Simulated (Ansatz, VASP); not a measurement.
# TaTeSe (2H-TaSeTe bilayer, 2H (AA')) in two plane-wave programs

One calculation is typed for both programs; each brings its own data sets. How far apart do they land? The structure shown is the start of the Ansatz relaxation below; VASP solves that cell, so the two are compared at the walk's first step.

Method: plane waves, with VASP 6.6.1 beside it; single point at PBE with D3(BJ), in Ansatz 0.2.0.

## 1. The starting structure

The cell holds 6 atoms: 2 Te, 2 Ta and 2 Se. Cell: a = 3.722 Å, b = 3.722 Å, c = 45.030 Å, α = 90.0°, β = 90.0°, γ = 120.0°. Vacuum lies along c. The height across the vacuum is the one that the program set for its solve, not the one typed.

Structure file:

```cif
data_structure
_symmetry_space_group_name_H-M 'P 1'
_symmetry_Int_Tables_number 1
_cell_length_a 3.7223
_cell_length_b 3.7223
_cell_length_c 45.0298
_cell_angle_alpha 90.000
_cell_angle_beta 90.000
_cell_angle_gamma 120.000
_cell_volume 540.31
loop_
_atom_site_label
_atom_site_type_symbol
_atom_site_fract_x
_atom_site_fract_y
_atom_site_fract_z
_atom_site_occupancy
Te1 Te 0.33333 0.66667 0.15545 1
Te2 Te 0.00000 0.00000 0.30885 1
Ta3 Ta 0.00000 0.00000 0.19968 1
Ta4 Ta 0.33333 0.66667 0.35308 1
Se5 Se 0.33333 0.66667 0.23779 1
Se6 Se 0.00000 0.00000 0.39118 1
```

## 2. Ansatz: relaxation, PBE with D3(BJ)

Ansatz runs on its default PAW (the set named soft_2) files.

The two programs are compared at the cell with which this relaxation starts, whose forces are those of its first step.

Input file input.yaml:

```yaml
crystal:
  lattice:
    - [3.72226, 0.0, 0.0]
    - [-1.86113, 3.2235717195, 0.0]
    - [0.0, 0.0, 24.6148837049]
  atoms:
    - { symbol: Te, position: [0.3333333333, 0.6666666667, 0.284380787] }
    - { symbol: Ta, position: [0.0, 0.0, 0.3652914175], spin: 1.0 }
    - { symbol: Se, position: [0.3333333333, 0.6666666667, 0.4349986772] }
    - { symbol: Te, position: [0.0, 0.0, 0.5650013228] }
    - { symbol: Ta, position: [0.3333333333, 0.6666666667, 0.6459119532], spin: 1.0 }
    - { symbol: Se, position: [0.0, 0.0, 0.715619213] }
  periodic: [true, true, false]
magnetization:
  spin_polarized: true
kpoints:
  mp_grid: { grid: [9, 9, 1] }
hamiltonian:
  xc: pbe
  dispersion: d3bj
scf:
  occupations: { method: fermi_dirac, width: 0.05 }
relax:
  f_tol: 0.01
  max_steps: 90
  cell: {}
```

The run is started by

```console
$ ansatz run input.yaml --threads 4 --pin off --max-ram 8192MiB --backend cpu --events-out ev --progress --plain --runs-dir out
```

Numbers of over 12 decimals in the logs are rounded to 6 here.

The log of the run:

```text
Warning: crystal.periodic: the lattice vector that does not repeat stood 0.000° off the slab's normal, 24.615 Å along it as the deck builds it. The run solves the slab on a vector along the normal, 45.030 Å long, with every atom where it was (on the deck's vector they left 14.00 Å outside them, and the widest stretch free of ions among them is 3.20 Å). A fractional position that the run reports is one of the run's ce [...]
crystal.periodic: the lattice vector that does not repeat stood 0.000° off the slab's normal, 24.615 Å along it as the deck builds it. The run solves the slab on a vector along the normal, 45.030 Å long, with every atom where it was (on the deck's vector they left 14.00 Å outside them, and the widest stretch free of ions among them is 3.20 Å). A fractional position that the run reports is one of the run's cell, which [...]
Engine: ansatz 0.2.0, x86_64-unknown-linux-gnu
Pseudopotentials: kind: paw
Pseudopotential: Te, paw, valence charge 16, recommended cutoff 420 eV (normal), Te.paw.azcp
Pseudopotential: Ta, paw, valence charge 13, recommended cutoff 420 eV (normal), Ta.paw.azcp
Pseudopotential: Se, paw, valence charge 16, recommended cutoff 420 eV (normal), Se.paw.azcp
Functional definition: PBE
  parameter kappa = 0.804
  parameter beta = 0.066725
  exchange = pbe_x(kappa = kappa, mu = beta*pi^2/3)
  correlation = pbe_c(beta = beta)
Crystal: 6 atoms, lattice volume = 540.311 Å³
Basis set: ecut = 420 eV, 10603 PW (Γ), exchange–correlation on 50×50×640 points (8 copies of the dense FFT grid, shifted against one another)
Bands: 56, of which v1, the nominal top of the filled ones, is band 45 counted from 1 (44 counted from 0)
Symmetry: 6 space group operations
Space group: P3m1 (ITA 156), of the structure as read, at distance tolerance 8.1e-5 Å
Magnetic group: BNS 156.49 (UNI 1279), of the structure as read, at distance tolerance 8.1e-5 Å
k-points: 12 of 81 (time reversal used)
Non-local potential: Te, projectors of the file, l = 0: 2, l = 1: 2, l = 2: 2, l = 3: 2
Non-local potential: Ta, projectors of the file, l = 0: 3, l = 1: 2, l = 2: 2, l = 3: 1
Non-local potential: Se, projectors of the file, l = 0: 2, l = 1: 2, l = 2: 3, l = 3: 1
PAW form: soft (Blöchl's): semilocal exchange-correlation on the pseudo side does not see the compensation charge
PAW one-centre angular grid: Te, 590 points (default); XC on 64 Gauss nodes
PAW one-centre angular grid: Ta, 590 points (default); XC on 64 Gauss nodes
PAW one-centre angular grid: Se, 590 points (default); XC on 64 Gauss nodes
[...]
SCF iter   1: F=—  HF=-44768.346341 eV  |F-HF|=—  |Δ(HF+E_count)|=         —  Δρ=1.64e-5 (↑1.46e-5 ↓1.64e-5)  dr2=1.11e-5  dr2_m=5.02e-7  M=0.129 μB ∫|m|=0.433 μB  β_m=0.65  ethr=1.25e-8  ⟨swp⟩=4.2  Hψ=7510  notcnv=0
preconditioner: auto → LDOS  [metal: Δε(μ)=0.006 eV  Ē_g=8.210 eV  σ=0.050 eV  W_gap=0.03  n_scr=24 (ndim 8)  ℏωp=9.8 eV  f_vac=0.693  D(μ)=6.54/eV (n_scr^D=22)]
spin=Collinear: LDOS preconditioning applied to the charge; magnetization (m = ρ↑ − ρ↓) channel mixes plain (no charge-response kernel on spin).
SCF iter   2: F=—  HF=-44768.346445 eV  |F-HF|=—  |Δ(HF+E_count)|=   1.04e-4  Δρ=6.97e-6 (↑5.90e-6 ↓6.97e-6)  dr2=1.83e-6  dr2_m=8.55e-8  M=0.128 μB ∫|m|=0.433 μB  β_m=0.51  ethr=1.23e-8  ⟨swp⟩=2.6  Hψ=1777  notcnv=0
SCF iter   3: F=—  HF=-44768.346445 eV  |F-HF|=—  |Δ(HF+E_count)|=   2.91e-7  Δρ=2.80e-6 (↑2.64e-6 ↓2.80e-6)  dr2=2.00e-7  dr2_m=1.21e-8  M=0.128 μB ∫|m|=0.433 μB  β_m=0.63  ethr=2.03e-9  ⟨swp⟩=1.9  Hψ=1771  notcnv=0
SCF iter   4: F=—  HF=-44768.346445 eV  |F-HF|=—  |Δ(HF+E_count)|=   1.84e-7  Δρ=8.48e-7 (↑8.48e-7 ↓7.00e-7)  dr2=1.04e-8  dr2_m=6.94e-10  M=0.128 μB ∫|m|=0.433 μB  β_m=0.74  ethr=2.22e-10  ⟨swp⟩=2.8  Hψ=2034  notcnv=0
SCF iter   5: F=—  HF=-44768.346446 eV  |F-HF|=—  |Δ(HF+E_count)|=   6.44e-8  Δρ=2.73e-7 (↑2.63e-7 ↓2.73e-7)  dr2=2.45e-9  dr2_m=1.90e-10  M=0.128 μB ∫|m|=0.433 μB  β_m=0.79  ethr=1.15e-11  ⟨swp⟩=3.1  Hψ=2755  notcnv=0
SCF iter   6: F=-44768.346446 eV  HF=-44768.346446 eV  |F-HF|=4.29e-10  |Δ(HF+E_count)|=   4.61e-9  Δρ=1.60e-7 (↑9.03e-8 ↓1.60e-7)  dr2=1.19e-9  dr2_m=4.31e-11  M=0.128 μB ∫|m|=0.433 μB  ethr=2.72e-12  ⟨swp⟩=3.2  Hψ=5085  notcnv=0
the starting moments were not kept: 1 of 2 ended reversed and 1 kept their direction, counting a site from 0.1 of the cell's largest site moment. The largest reversed, site 1 (counted from 0, in the order of the report's site_moments_mub), started with +1.0 μB and closes at -6.7e-2 μB in its sphere. The net magnetisation is 1.2e-1 μB in size, at most 0.1 of the 2 μB that the starting moments add up to as vectors.
SCF 7 converged in 6 iterations: F = -44768.346446 eV  dr2 = 1.19e-9
relax step   7: F+E_penalty+E_count = -44768.34644556 eV  Δ(F+E_penalty+E_count) = -2.042e-5 eV  max|allowed force component| = 1.015e-3 eV/Å  Δτ_max = 0.0008 Å  P = +0.004 N/m  Ω = 487.921 Å³  energy of the carried Pulay correction = +2.554e-3 eV  fix = [c, alpha, beta]  reactions: c +0.000 N/m  (6 SCF iters, dr2 threshold 6.85e-9 eV, accepted)
Basis set: ecut = 420 eV, 9445 PW (Γ), exchange–correlation on 48×48×640 points (8 copies of the dense FFT grid, shifted against one another)
Initial wavefunctions: pseudopotential atomic-orbital guess (no wavefunctions were taken with the density)
iter 1 solved again at ethr=3.37e-7 eV; its pass at ethr=3.10e-3 eV (dr2=3.03e-4 eV) is discarded
SCF iter   1: F=—  HF=-44768.344267 eV  |F-HF|=—  |Δ(HF+E_count)|=         —  Δρ=2.54e-5 (↑2.54e-5 ↓2.53e-5)  dr2=1.57e-6  dr2_m=2.11e-9  M=0.128 μB ∫|m|=0.433 μB  β_m=0.65  ethr=3.37e-7  ⟨swp⟩=6.5  Hψ=13831  notcnv=0
spin=Collinear: LDOS preconditioning applied to the charge; magnetization (m = ρ↑ − ρ↓) channel mixes plain (no charge-response kernel on spin).
SCF iter   2: F=—  HF=-44768.344367 eV  |F-HF|=—  |Δ(HF+E_count)|=   1.00e-4  Δρ=8.94e-6 (↑8.94e-6 ↓8.91e-6)  dr2=3.16e-7  dr2_m=3.72e-10  M=0.128 μB ∫|m|=0.433 μB  β_m=0.52  ethr=1.74e-9  ⟨swp⟩=4.0  Hψ=3398  notcnv=0
SCF iter   3: F=—  HF=-44768.344368 eV  |F-HF|=—  |Δ(HF+E_count)|=   3.53e-7  Δρ=3.51e-6 (↑3.51e-6 ↓3.49e-6)  dr2=3.35e-8  dr2_m=1.47e-10  M=0.128 μB ∫|m|=0.433 μB  β_m=0.60  ethr=3.51e-10  ⟨swp⟩=2.7  Hψ=2605  notcnv=0
SCF iter   4: F=—  HF=-44768.344368 eV  |F-HF|=—  |Δ(HF+E_count)|=   1.01e-7  Δρ=4.72e-7 (↑4.60e-7 ↓4.72e-7)  dr2=1.48e-9  dr2_m=7.75e-11  M=0.128 μB ∫|m|=0.433 μB  β_m=0.65  ethr=3.73e-11  ⟨swp⟩=3.2  Hψ=2718  notcnv=0
SCF iter   5: F=—  HF=-44768.344368 eV  |F-HF|=—  |Δ(HF+E_count)|=   6.20e-9  Δρ=1.52e-7 (↑1.46e-7 ↓1.52e-7)  dr2=2.97e-10  dr2_m=5.45e-11  M=0.128 μB ∫|m|=0.433 μB  β_m=0.68  ethr=1.65e-12  ⟨swp⟩=3.1  Hψ=2901  notcnv=0
SCF iter   6: F=—  HF=-44768.344368 eV  |F-HF|=—  |Δ(HF+E_count)|=   1.90e-9  Δρ=1.02e-7 (↑1.02e-7 ↓9.67e-8)  dr2=8.36e-11  dr2_m=4.20e-11  M=0.128 μB ∫|m|=0.433 μB  β_m=0.84  ethr=1.00e-12  ⟨swp⟩=2.2  Hψ=1731  notcnv=0
SCF iter   7: F=—  HF=-44768.344368 eV  |F-HF|=—  |Δ(HF+E_count)|=  7.35e-10  Δρ=8.41e-8 (↑8.41e-8 ↓8.02e-8)  dr2=1.10e-10  dr2_m=2.91e-11  M=0.128 μB ∫|m|=0.433 μB  β_m=0.92  ethr=1.00e-12  ⟨swp⟩=2.0  Hψ=1672  notcnv=0
SCF iter   8: F=—  HF=-44768.344368 eV  |F-HF|=—  |Δ(HF+E_count)|=  3.64e-11  Δρ=6.29e-8 (↑6.02e-8 ↓6.29e-8)  dr2=5.80e-11  dr2_m=1.60e-11  M=0.128 μB ∫|m|=0.433 μB  β_m=0.96  ethr=1.00e-12  ⟨swp⟩=2.5  Hψ=1740  notcnv=0
SCF iter   9: F=-44768.344368 eV  HF=-44768.344368 eV  |F-HF|=5.17e-10  |Δ(HF+E_count)|=  6.55e-11  Δρ=2.43e-8 (↑2.11e-8 ↓2.43e-8)  dr2=8.06e-12  dr2_m=1.15e-12  M=0.128 μB ∫|m|=0.433 μB  ethr=1.00e-12  ⟨swp⟩=7.7  Hψ=8394  notcnv=0
the starting moments were not kept: 1 of 2 ended reversed and 1 kept their direction, counting a site from 0.1 of the cell's largest site moment. The largest reversed, site 1 (counted from 0, in the order of the report's site_moments_mub), started with +1.0 μB and closes at -6.7e-2 μB in its sphere. The net magnetisation is 1.2e-1 μB in size, at most 0.1 of the 2 μB that the starting moments add up to as vectors.
SCF 8 converged in 9 iterations: F = -44768.344368 eV  dr2 = 8.06e-12
relax step   8: F+E_penalty+E_count = -44768.34436780 eV  Δ(F+E_penalty+E_count) = +2.078e-3 eV  max|allowed force component| = 1.314e-3 eV/Å  Δτ_max = 0.0000 Å  P = -0.011 N/m  Ω = 487.921 Å³  fix = [c, alpha, beta]  reactions: c -0.000 N/m  stress off target by 1.06e-2 N/m on what of the cell is left free  SCF on the basis re-selected at this cell (its energy is not comparable with the rows above)  (9 SCF iters)
basis re-selected at this cell: Δ(F+E_penalty+E_count) = +2.078e-3 eV, ΔP = -0.015 N/m vs the last step (what re-selecting the basis moved, of the pressure what is left beyond the Pulay correction that the steps carried, after the strain that the cell walked since its last selection, with what the two solves' SCF thresholds leave and, on support functions, any second-order correction that the steps lacked; it is no measure of the basis error at this ecutwfc). The dense FFT grid was sized anew with the basis: this SCF ran on 24×24×320 points, the steps before it on 25×25×320, so part of this shift can come from that change (see relax.cell in the input reference). [rest of the remark cut]
SCF converged after 9 iterations
Magnetization: 0.1280 μB (45.0640 up, 44.9360 down)
Absolute magnetization: 0.4325 μB (∫|ρ↑−ρ↓|, with the PAW one-centre terms)
Spin contamination: 0.0828 ħ² per cell (⟨S²⟩ above its minimum at these occupations)
Per-site moments (μB) at R_I (Å): [(-0.0061016, 1.154872), (-0.066634, 1.069697), (-0.00812332, 1.069697), (0.010006, 1.154324), (0.124569, 1.070901), (0.016474, 1.070901)]
Free energy (F): -44768.344368 eV
Harris-Foulkes:  -44768.344368 eV  (|F-HF|=5.17e-10)
Internal energy: -44768.292321 eV  (E = F + TS)
E sigma→0 (E₀):  -44768.318344 eV
Entropy (-TS):   -0.052047 eV (-8.675 meV/atom)
Fermi energy:    -5.004389 eV
--- Per-component energies (eV) ---
  E_band       = -2977.490161
  E_kinetic    = 1333.049125
  E_local      = -485483.509376  (includes V_loc(G=0)·N_el)
  E_nonlocal   = -1783.098185
  E_hartree    = 242159.886869
  E_xc         = -895.476909
  E_vxc        = -814.866487  (∫ρ·V_xc dr)
  E_paw        = -29940.999863  (= ΣΔE_a)
  E_vpaw       = -548.837409  (= ΣTr[D̂ρ^β])
  E_aug_tail   = -0.001185  (compensation charges beyond the density's cutoff)
  E_ewald      = 229844.323638
  E_disp       = -2.466435  (pairwise vdW)
  E_smearing   = -0.052047  (= −TS)
  E_closure    = -0.000000  (closes the sum)
  Σ components = -44768.344368   (vs F -44768.344368, Δ=0.00e0)
--- Forces (eV/Å), atoms counted from 1 ---
  atom   1  Te     0.00000000    -0.00000000    -0.00089816
  atom   2  Ta     0.00000000    -0.00000000     0.00010966
  atom   3  Se     0.00000000    -0.00000000     0.00077871
  atom   4  Te    -0.00000000     0.00000000    -0.00131407
  atom   5  Ta     0.00000000     0.00000000     0.00041314
  atom   6  Se    -0.00000000     0.00000000     0.00090998
  max |Σ_I F_I| component: 7.49e-7 eV/Å
--- 2D stress c σ (N/m, compression-positive) ---
       -0.010649      -0.000000       0.000000
       -0.000000      -0.010649      -0.000000
        0.000000      -0.000000      -0.000000
  P = ½ c Tr σ = -0.0106 N/m
--- Relaxed structure (7 steps of the walk, 6 accepted, 1 SCFs on fresh bases) ---
  F+E_penalty+E_count = -44768.34436780 eV   max|allowed force component| = 1.314e-3 eV/Å   (the final SCF, on the basis selected at the relaxed cell)
  cell:  # Å, volume = 487.9212 Å³
    - [3.537200, -1.3697168563479305e-17, 0]
    - [-1.768600, 3.063305, 0]
    - [0, 0, 45.029767]
  atoms:
    - { symbol: Te, position: [0.333333, 0.666667, 0.160824] }
    - { symbol: Ta, position: [-1.8503717076008884e-17, -2.775557561562891e-17, 0.203354] }
    - { symbol: Se, position: [0.333333, 0.666667, 0.238845] }
    - { symbol: Te, position: [-1.8503717076008887e-17, -2.775557561562892e-17, 0.307480] }
    - { symbol: Ta, position: [0.333333, 0.666667, 0.349967] }
    - { symbol: Se, position: [-1.8503717076008887e-17, -2.775557561562892e-17, 0.385563] }
```

Reading the cycles: dr2 is the Hartree energy of the density residual (eV), the measure of convergence; HF is the Harris–Foulkes estimate of the energy, which meets the free energy F at convergence.

[end of part 1 of 2]

[Lines on the potential files, build, host, timing and source positions are cut from VASP's logs without a mark.]

[Logs are printed without paths, hosts, clocks, repeated set-up lines and the standing remarks that a program may print on its own settings, such as how far it seeks lower states.]

[Hosts, paths, dates, database ids (printed as entryN), source tags and the programs' standing remarks are cut or masked in the printed files.]
